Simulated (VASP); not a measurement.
Method: optB86b-vdW, VASP's PBE PAW potentials (set 64) (plane waves; VASP 6.6.1).

Input for VASP

### INCAR
```
# general
SYSTEM   = PbSe
PREC     = Accurate
ENCUT    = 520
LREAL    = F
LASPH    = T
ICHARG   = 11

# electronic loop
EDIFF    = 1E-7
NELM     = 100
ALGO     = Normal
LMAXMIX  = 4

# smearing
ISMEAR   = 0
SIGMA    = 0.05

# functional
GGA      = MK
LUSE_VDW = T
AGGAC    = 0.0
PARAM1   = 0.1234
PARAM2   = 1.0

# output
LWAVE    = F
LCHARG   = F
LORBIT   = 11
```

### POSCAR
```
PbSe
1
    0.0000000000     3.0786879672     3.0786879672
    3.0786879672     0.0000000000     3.0786879672
    3.0786879672     3.0786879672     0.0000000000
Pb Se
1 1
Direct
  0.0000000000   0.0000000000   0.0000000000
  0.5000000000   0.5000000000   0.5000000000
```

File KPOINTS:
```
k-points along high-symmetry lines
15
Line-mode
Reciprocal
  0.000000   0.000000   0.000000 ! GAMMA
  0.500000   0.000000   0.500000 ! X

  0.500000   0.000000   0.500000 ! X
  0.625000   0.250000   0.625000 ! U

  0.375000   0.375000   0.750000 ! K
  0.000000   0.000000   0.000000 ! GAMMA

  0.000000   0.000000   0.000000 ! GAMMA
  0.500000   0.500000   0.500000 ! L

  0.500000   0.500000   0.500000 ! L
  0.500000   0.250000   0.750000 ! W

  0.500000   0.250000   0.750000 ! W
  0.500000   0.000000   0.500000 ! X
```

POTCAR, in this order: Pb_d Se (PBE.64 set). Program: vasp_std. Read from the step before: CHGCAR.

The resulting files:

### OSZICAR
```
       N       E                     dE             d eps       ncg     rms          rms(c)
DAV:   1     0.163706806360E+03    0.16371E+03   -0.97729E+03  2520   0.146E+03
DAV:   2     0.845570849198E+01   -0.15525E+03   -0.15227E+03  2640   0.353E+02
DAV:   3    -0.382772820009E+01   -0.12283E+02   -0.11968E+02  3366   0.104E+02
DAV:   4    -0.412395819661E+01   -0.29623E+00   -0.29608E+00  2782   0.192E+01
DAV:   5    -0.413340591313E+01   -0.94477E-02   -0.94476E-02  3478   0.339E+00
DAV:   6    -0.413386069921E+01   -0.45479E-03   -0.45479E-03  3334   0.630E-01
DAV:   7    -0.413386671560E+01   -0.60164E-05   -0.60166E-05  3598   0.621E-02
DAV:   8    -0.413386691685E+01   -0.20124E-06   -0.20110E-06  3086   0.894E-03
DAV:   9    -0.413386691816E+01   -0.13156E-08   -0.13239E-08  2282   0.976E-04
   1 F= -.41338669E+01 E0= -.41338669E+01  d E =-.977964E-08
```

File OUTCAR:
```
 val. band max:        4.7235871941   @ k =   0.5000   0.5000   0.5000

 cond. band min:       5.0665354673   @ k =   0.5000   0.5000   0.5000



 k-point     1 :       0.0000    0.0000    0.0000
  band No.  band energies     occupation
      1     -12.0209      2.00000
      2     -12.0209      2.00000
      3     -12.0209      2.00000
      4     -12.0169      2.00000
      5     -12.0169      2.00000
      6      -8.6956      2.00000
      7      -1.6470      2.00000
      8       2.9688      2.00000
      9       2.9688      2.00000
     10       2.9688      2.00000
     11       9.3569      0.00000
     12       9.3569      0.00000
     13       9.3569      0.00000
     14      11.3343      0.00000

 k-point     2 :       0.0357    0.0000    0.0357
  band No.  band energies     occupation
      1     -12.0210      2.00000
      2     -12.0204      2.00000
      3     -12.0204      2.00000
      4     -12.0175      2.00000
      5     -12.0166      2.00000
      6      -8.6829      2.00000
      7      -1.6892      2.00000
      8       2.9496      2.00000
      9       2.9496      2.00000
     10       3.0450      2.00000
     11       9.0909      0.00000
     12       9.3355      0.00000
     13       9.3355      0.00000
     14      11.2081      0.00000

 k-point     3 :       0.0714    0.0000    0.0714
  band No.  band energies     occupation
      1     -12.0217      2.00000
      2     -12.0196      2.00000
      3     -12.0189      2.00000
      4     -12.0189      2.00000
      5     -12.0160      2.00000
      6      -8.6448      2.00000
      7      -1.8053      2.00000
      8       2.8936      2.00000
      9       2.8936      2.00000
     10       3.2570      2.00000
     11       8.4656      0.00000
     12       9.2876      0.00000
     13       9.2876      0.00000
     14      10.9212      0.00000

 k-point     4 :       0.1071    0.0000    0.1071
  band No.  band energies     occupation
      1     -12.0235      2.00000
...
```

The density is held fixed in this step, so its total energy and stress have no physical meaning. Unless said otherwise, spin-orbit coupling is left out, though it shifts the bands of the heavy elements here.

The compound is PbSe in the rock salt structure. It was relaxed first.
